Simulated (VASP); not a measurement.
Cost and result of VASP (PAW) for the lattice constant a of Ta (bcc). Static lattice. The cost counts the five points of the equation of state, each on the mesh and cut-off of its row, so the ratios hold those differences too. With PBE it took about 40 core-seconds. Costs are core time on shared hosts, one run each; read them as rough ratios.

Measured: 3.299 Å at 0 K (as given by Daniel Mejia-Rodriguez et al., Physical Review B (2018), arXiv:1807.09216; static lattice: zero-point anharmonic expansion removed).

| level | k-mesh | cut-off (eV) | lattice constant a (Å) | error (%) | cost over PBE |
|---|---|---|---|---|---|
| LDA | 16×16×16 | 520 | 3.256 | -1.3 | within a factor of 2 |
| PBE | 15×15×15 | 520 | 3.318 | +0.6 | reference |
| PBEsol | 16×16×16 | 520 | 3.284 | -0.5 | within a factor of 2 |
| r2SCAN | 15×15×15 | 520 | 3.308 | +0.3 | about 5 times |
| SCAN | 16×16×16 | 520 | [?] | [?] | [?] |

**Question.** Some entries are withheld; supply them.

**Answer.** 
- SCAN, lattice constant a (Å): 3.275
- SCAN, error (%): -0.7
- SCAN, cost over PBE: about 7 times

Left out are levels that failed, ran on another kind of processor or have no fit band path; at most nine are shown.

The compound is Ta in the bcc structure.
